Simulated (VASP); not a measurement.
The system is PmSe.

```
Pm Se
1.0
     0.00000    3.22319    3.22319
     3.22319    0.00000    3.22319
     3.22319    3.22319    0.00000
Pm Se
1 1
Direct
  0.00000 0.00000 0.00000
  0.25000 0.25000 0.25000
```

The cell comes from a database or a generator and needn't be the stable form of this composition.

Base run:

| Quantity | Value |
| --- | --- |
| Program | VASP 6.6.1 |
| Functional | LDA |
| Potentials or basis | VASP PAW PBE potentials, release 64 (Pm, Se) |
| Cutoff | 520 eV |
| k mesh | 5 × 5 × 5 |
| Occupations | gaussian, width 0.05 eV |
| Spin | collinear spin, ferromagnetic start |
| Starting moments | [4.0, 0.0] μB |
| Hubbard terms | Pm f U = 4 eV |

Its results: band gap on the k mesh none (metal or under the smearing width); pressure 2.5 GPa; net moment 4.91 μB per cell; site moments Pm +4.48; Se -0.04 μB.

**Question.** The run is repeated on the same cell with these changes: hubbard terms from Pm f U = 4 eV to Pm f U = 6 eV; further incar settings from ALGO = Normal; EDIFF = 1e-06 to ALGO = Fast; EDIFF = 1e-06; NBANDS = 22. What comes out?

**Answer.** Band gap on the k mesh none (metal or under the smearing width); pressure 1.7 GPa; net moment 4.67 μB per cell; site moments Pm +4.34; Se -0.03 μB.

Caveats: the magnetic or orbital state may not be the lowest; the PAW data sets were made with another functional, which shifts forces and pressure a little; spin-orbit coupling is left out, which moves the levels of the heavy elements.

Not every run made on this cell is shown here.
